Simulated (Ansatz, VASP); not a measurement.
# La3TlC: VASP beside Ansatz, part 2 of 2

Aim: how closely do two programs agree when they are given the same cell, functional and k mesh? The cell is taken from a series of runs on this material, whose earlier steps may have relaxed, scaled, displaced or heated it; both programs get it as it stands.

VASP 6.6.1 and Ansatz 0.2.0.

So far: Set-up; VASP: relaxation of cell and atoms, PBEsol.

### Step 3. Ansatz: relaxation of cell and atoms, PBEsol

Level of this step: Ansatz beside VASP: Kohn-Sham DFT, plane waves, PBEsol (Ansatz).

Ansatz runs on its PAW soft_1 files.

The same cell, functional, mesh and smearing now go to Ansatz, which takes its cutoff from its data sets.

input.yaml

```yaml
crystal:
  lattice:
    - [5.1637175733, 0.0, 0.0]
    - [0.0, 5.1637175733, 0.0]
    - [0.0, 0.0, 5.1637175733]
  atoms:
    - { symbol: La, position: [0.5, 0.0, 0.5] }
    - { symbol: La, position: [0.0, 0.5, 0.5] }
    - { symbol: La, position: [0.5, 0.5, 0.0] }
    - { symbol: Tl, position: [0.0, 0.0, 0.0] }
    - { symbol: C, position: [0.5, 0.5, 0.5] }
kpoints:
  mp_grid: { grid: [8, 8, 8] }
hamiltonian:
  xc: pbesol
  pseudopotentials: { kind: paw, azcp: { folder: soft_1 }, xc_functional: pbe }
scf:
  occupations: { method: methfessel_paxton, width: 0.2 }
output:
  forces: true
  stress: true
  eigenvalues: true
  write_density: true
  write_potential: true
  elf: true
  volumetric_format: npy
relax:
  adjacent_minimum: "off"
  f_tol: 0.001
  max_steps: 60
  cell: { stress_tol: 0.01 }
```

Started as:

```sh
$ ansatz run input.yaml --threads 4 --pin off --max-ram 10240MiB --backend cpu --events-out ev --progress --plain --runs-dir out
```

Numbers of over 12 decimals in the logs are rounded to 6 here.

Log:

```text
Engine: ansatz 0.2.0, aarch64-unknown-linux-gnu
Pseudopotentials: kind: paw
Pseudopotential: La, paw, valence charge 11, recommended cutoff 420 eV (normal), soft_1/La.paw.azcp
Pseudopotential: Tl, paw, valence charge 13, recommended cutoff 420 eV (normal), soft_1/Tl.paw.azcp
Pseudopotential: C, paw, valence charge 4, recommended cutoff 420 eV (normal), soft_1/C.paw.azcp
Functional definition: PBEsol
  exchange = pbesol_x
  correlation = pbesol_c
Crystal: 5 atoms, lattice volume = 137.685 Å³
Basis set: ecut = 420 eV, 2721 PW (Γ), exchange–correlation on 72×72×72 points (8 copies of the dense FFT grid, shifted against one another)
Bands: 30, of which v1, the nominal top of the filled ones, is band 25 counted from 1 (24 counted from 0)
Symmetry: 48 space group operations
Space group: Pm-3m (ITA 221), of the structure as read, at distance tolerance 5.2e-5 Å
k-points: 35 of 512
Non-local potential: La, projectors of the file, l = 0: 3, l = 1: 2, l = 2: 2, l = 3: 3
Non-local potential: Tl, projectors of the file, l = 0: 2, l = 1: 2, l = 2: 2, l = 3: 1
Non-local potential: C, projectors of the file, l = 0: 2, l = 1: 2, l = 2: 1
PAW form: soft (Blöchl's): semilocal exchange-correlation on the pseudo side does not see the compensation charge
PAW frozen core: La, regenerated for the run's functional, and the local potential with it (the file was generated under x = pbe(κ = 0.804, μ = 0.219515), c = pbe(β = 0.066725))
PAW frozen core: Tl, regenerated for the run's functional, and the local potential with it (the file was generated under x = pbe(κ = 0.804, μ = 0.219515), c = pbe(β = 0.066725))
PAW frozen core: C, regenerated for the run's functional, and the local potential with it (the file was generated under x = pbe(κ = 0.804, μ = 0.219515), c = pbe(β = 0.066725))
PAW one-centre angular grid: La, 590 points (default); XC on 64 Gauss nodes
PAW one-centre angular grid: Tl, 590 points (default); XC on 64 Gauss nodes
PAW one-centre angular grid: C, 110 points (default); XC on 64 Gauss nodes
Initial density: superposition of atomic densities (chi_scale 0.1, normalization cell, long waves kept (reshape's long-wave potential 0.00 eV rms))
Initial wavefunctions: pseudopotential atomic-orbital guess
Functional: x = pbesol(κ = 0.804, μ = 0.123457), c = pbesol(β = 0.046)
SCF iter   1: F=—  HF=-30032.712156 eV  |F-HF|=—  |Δ(HF+E_count)|=         —  Δρ=5.15e-2  dr2=1.15e1  ethr=3.10e-3  ⟨swp⟩=4.9  Hψ=4516  notcnv=0
preconditioner: auto → Kerker (q_TF=auto, 2.304 Å⁻¹)  [metal: Δε(μ)=0.046 eV  Ē_g=10.708 eV  σ=0.200 eV  W_gap=0.19  n_scr=26 (ndim 8)  ℏωp=21.0 eV  f_vac=0.000  D(μ)=4.24/eV (n_scr^D=26)]
SCF iter   2: F=—  HF=-30030.648828 eV  |F-HF|=—  |Δ(HF+E_count)|=    2.06e0  S|Δr|=    0.00e0  Δρ=2.10e-2  dr2=1.80e0  ethr=3.10e-3  ⟨swp⟩=3.1  Hψ=2106  notcnv=0  defer=5
SCF iter   3: F=—  HF=-30030.283435 eV  |F-HF|=—  |Δ(HF+E_count)|=   3.65e-1  S|Δr|=    0.00e0  Δρ=9.23e-3  dr2=2.57e-1  ethr=3.10e-3  ⟨swp⟩=2.6  Hψ=1766  notcnv=0  defer=6
SCF iter   4: F=—  HF=-30030.223911 eV  |F-HF|=—  |Δ(HF+E_count)|=   5.95e-2  S|Δr|=    0.00e0  Δρ=1.95e-3  dr2=4.75e-3  ethr=5.13e-4  ⟨swp⟩=2.1  Hψ=1371  notcnv=0  defer=6
SCF iter   5: F=—  HF=-30030.224405 eV  |F-HF|=—  |Δ(HF+E_count)|=   4.94e-4  S|Δr|=    0.00e0  Δρ=7.25e-4  dr2=9.77e-4  ethr=9.49e-6  ⟨swp⟩=2.2  Hψ=1875  notcnv=0  defer=7
SCF iter   6: F=—  HF=-30030.224409 eV  |F-HF|=—  |Δ(HF+E_count)|=   3.61e-6  S|Δr|=    0.00e0  Δρ=2.78e-4  dr2=2.44e-4  ethr=1.95e-6  ⟨swp⟩=2.1  Hψ=1732  notcnv=0  defer=7
SCF iter   7: F=—  HF=-30030.224378 eV  |F-HF|=—  |Δ(HF+E_count)|=   3.09e-5  S|Δr|=    0.00e0  Δρ=6.90e-5  dr2=1.13e-5  ethr=4.89e-7  ⟨swp⟩=2.0  Hψ=1357  notcnv=0  defer=7
SCF iter   8: F=—  HF=-30030.224389 eV  |F-HF|=—  |Δ(HF+E_count)|=   1.10e-5  S|Δr|=    0.00e0  Δρ=1.44e-5  dr2=6.36e-7  ethr=2.26e-8  ⟨swp⟩=2.0  Hψ=1581  notcnv=0  defer=7
SCF iter   9: F=—  HF=-30030.224389 eV  |F-HF|=—  |Δ(HF+E_count)|=   5.36e-8  S|Δr|=    0.00e0  Δρ=7.78e-6  dr2=2.49e-7  ethr=2.00e-10  ⟨swp⟩=15.5  Hψ=9973  notcnv=0
SCF iter  10: F=-30030.224389 eV  HF=-30030.224389 eV  |F-HF|=1.27e-8  |Δ(HF+E_count)|=   3.28e-8  S|Δr|=    0.00e0  Δρ=1.84e-6  dr2=1.49e-8  ethr=2.00e-10  ⟨swp⟩=8.5  Hψ=6765  notcnv=0
SCF 1 converged in 10 iterations: F = -30030.224389 eV  dr2 = 1.49e-8
  greatest PAW one-centre occupation: 0.971 electrons in one spin orbital (limit 2), on the La atom at site 1 (counted from 0), in its partial waves of l = 0
relax step   1: F+E_penalty+E_count = -30030.22438854 eV  Δ(F+E_penalty+E_count) = +0.000e0 eV  max|allowed force component| = 1.094e-29 eV/Å  Δτ_max = 0.0000 Å  P = -0.022 GPa  Ω = 137.685 Å³  (10 SCF iters, dr2 threshold 1.00e-7 eV, accepted)
[...]
relax step   2: F+E_penalty+E_count = -30030.22440583 eV  Δ(F+E_penalty+E_count) = -1.729e-5 eV  max|allowed force component| = 3.892e-30 eV/Å  Δτ_max = 0.0000 Å  P = +0.023 GPa  Ω = 137.585 Å³  energy of the carried Pulay correction = +1.775e-5 eV  (6 SCF iters, dr2 threshold 1.17e-9 eV, rejected (line search))
[...]
relax step   3: F+E_penalty+E_count = -30030.22440042 eV  Δ(F+E_penalty+E_count) = -1.188e-5 eV  max|allowed force component| = 2.030e-29 eV/Å  Δτ_max = 0.0000 Å  P = +0.000 GPa  Ω = 137.636 Å³  energy of the carried Pulay correction = +8.608e-6 eV  (8 SCF iters, accepted)
[...]
relax step   4: F+E_penalty+E_count = -30030.22439201 eV  Δ(F+E_penalty+E_count) = +8.404e-6 eV  max|allowed force component| = 2.062e-29 eV/Å  Δτ_max = 0.0000 Å  P = -0.000 GPa  Ω = 137.636 Å³  stress off target by 2.50e-5 GPa  SCF on the basis re-selected at this cell (its energy is not comparable with the rows above)  (5 SCF iters)
basis re-selected at this cell: Δ(F+E_penalty+E_count) = +8.404e-6 eV, ΔP = -0.000 GPa vs the last step (what re-selecting the basis moved, of the pressure what is left beyond the Pulay correction that the steps carried, after the strain that the cell walked since its last selection, with what the two solves' SCF thresholds leave and, on support functions, any second-order correction that the steps lacked; it is no m [...]
SCF converged after 5 iterations
Stability not checked: this state was not tested for a lower state beside it, because cold or Methfessel-Paxton smearing, or corrected tetrahedra, fill the levels in a way that the test cannot read (fill_not_monotonic; see scf.lower_state_search)
Free energy (F): -30030.224392 eV
Harris-Foulkes:  -30030.224392 eV  (|F-HF|=3.64e-12)
Internal energy: -30030.220714 eV  (E = F + TS)
E sigma→0 (E₀):  -30030.223472 eV
Entropy (-TS):   -0.003678 eV (-0.736 meV/atom)
Fermi energy:    11.180352 eV
--- Per-component energies (eV) ---
  E_band       = -71.651694
  E_kinetic    = 911.173834
  E_local      = -1827.044825  (includes V_loc(G=0)·N_el)
  E_nonlocal   = 606.997000
  E_hartree    = 663.064037
  E_xc         = -656.169162
  E_vxc        = -615.071286  (∫ρ·V_xc dr)
  E_paw        = -26122.304753  (= ΣΔE_a)
  E_vpaw       = -473.834453  (= ΣTr[D̂ρ^β])
  E_aug_tail   = -0.000030  (compensation charges beyond the density's cutoff)
  E_ewald      = -3606.503357
  E_core_change = 0.566542  (= ΣΔE_core)
  E_smearing   = -0.003678  (= −TS)
  E_closure    = 0.000000  (closes the sum)
  Σ components = -30030.224392   (vs F -30030.224392, Δ=0.00e0)
--- Forces (eV/Å), atoms counted from 1 ---
  atom   1  La    -0.00000000    -0.00000000     0.00000000
  atom   2  La     0.00000000     0.00000000     0.00000000
  atom   3  La    -0.00000000     0.00000000    -0.00000000
  atom   4  Tl     0.00000000     0.00000000     0.00000000
  atom   5  C     -0.00000000     0.00000000     0.00000000
  max |Σ_I F_I| component: 5.47e-29 eV/Å
--- Stress (GPa, compression-positive) ---
       -0.000025      -0.000000       0.000000
       -0.000000      -0.000025       0.000000
        0.000000       0.000000      -0.000025
  P = ⅓ Tr σ = -0.0000 GPa (-0.000 kbar)
--- Band table (eV; the first three rows and the last of 35) ---
  k-point 0: bands = [... 21 lower, 10.7188, 10.7188, 10.7188, 11.2576, 11.2576, 11.2576, 12.2795, 12.2795, ... 1 higher]
  k-point 1: bands = [... 21 lower, 10.6748, 10.7475, 10.8474, 10.8939, 11.3101, 11.3101, 12.0588, 12.2415, ... 1 higher]
  k-point 2: bands = [... 21 lower, 10.6312, 10.6312, 10.8228, 11.2347, 11.2347, 11.2395, 12.0885, 12.3807, ... 1 higher]
  k-point 34: bands = [... 21 lower, 8.0626, 11.6316, 11.6316, 11.6316, 12.6576, 12.6576, 12.6576, 12.8522, ... 1 higher]
--- Relaxed structure (3 steps of the walk, 2 accepted, 1 SCFs on fresh bases) ---
  F+E_penalty+E_count = -30030.22439201 eV   max|allowed force component| = 2.062e-29 eV/Å   (the final SCF, on the basis selected at the relaxed cell)
  cell:  # Å, volume = 137.6364 Å³
    - [5.163107, 0, 0]
    - [0, 5.163107, 0.0]
    - [0, 0.0, 5.163107]
  atoms:
    - { symbol: La, position: [0.500000, 0, 0.500000] }
    - { symbol: La, position: [0, 0.500000, 0.500000] }
    - { symbol: La, position: [0.500000, 0.500000, 0] }
    - { symbol: Tl, position: [0, 0, 0] }
    - { symbol: C, position: [0.500000, 0.500000, 0.500000] }
```

In the SCF lines HF is the Harris–Foulkes energy and dr2 the Hartree energy of the density residual, in eV; the loop may stop once dr2 is under the threshold and the program's other checks hold. Hψ counts applications of the Hamiltonian.

### Step 4. Differences

Known differences besides the potentials themselves: the cutoff is 420 eV in Ansatz and 600 eV in VASP; Ansatz makes its cores anew for this functional, VASP keeps those of its PBE data sets; Ansatz adds a Pulay correction to the stress that steers its cell, VASP none. Total energies have different zeros and are not compared.

Compared:

```
                                         quantity  Ansatz    VASP  difference
                                      volume (Å³)  137.64  137.51     +0.09 %
edge a after relaxation, in the typed setting (Å)   5.163   5.162     +0.03 %
```

### Step 5. Outcome

```yaml
difference_in_volume_relaxation_of_cell_and_atoms_pbesol: 0.095 %
```

**Reading.** The difference in volume is 0.095 % (relaxation of cell and atoms, PBEsol), within the 1.2 % picked in this series as the mark of a large difference, as far as the stopping tolerances let one tell. How closely two codes agree says nothing of how well the functional describes the real material.

[Lines on the potential files, build, host, timing and source positions are cut from VASP's logs without a mark.]

[Logs are printed without paths, hosts, clocks, repeated set-up lines and the standing remarks that a program may print on its own settings, such as how far it seeks lower states.]

[Hosts, paths, dates, database ids (printed as entryN), source tags and the programs' standing remarks are cut or masked in the printed files.]
